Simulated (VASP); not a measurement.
Here is the system:

```xyz
5
Lattice="3.8964 0.0000 0.0000 0.0000 3.8964 0.0000 0.0000 0.0000 3.8964" Properties=species:S:1:pos:R:3 pbc="T T T"
K      0.0000     0.0000     0.0000
Mg     1.9482     1.9482     1.9482
F      1.9482     0.0000     1.9482
F      0.0000     1.9482     1.9482
F      1.9482     1.9482     0.0000
```

Calculation: LDA (Ceperley-Alder, Perdew-Zunger), VASP's LDA PAW potentials (set 64) (plane waves; VASP). Run with 520 eV cut-off, 7×7×7 Γ-centred mesh, Gaussian smearing of 0.010 eV, potentials K_sv Mg F.

Q: Estimate the energy per atom (σ→0).

A: 
energy per atom (σ→0): -5.426 eV/atom

The absolute energy has meaning only against runs of the same code, potentials and settings.

The compound is KMgF3 in the cubic perovskite structure. It was relaxed first, which changed the volume by -7 %.
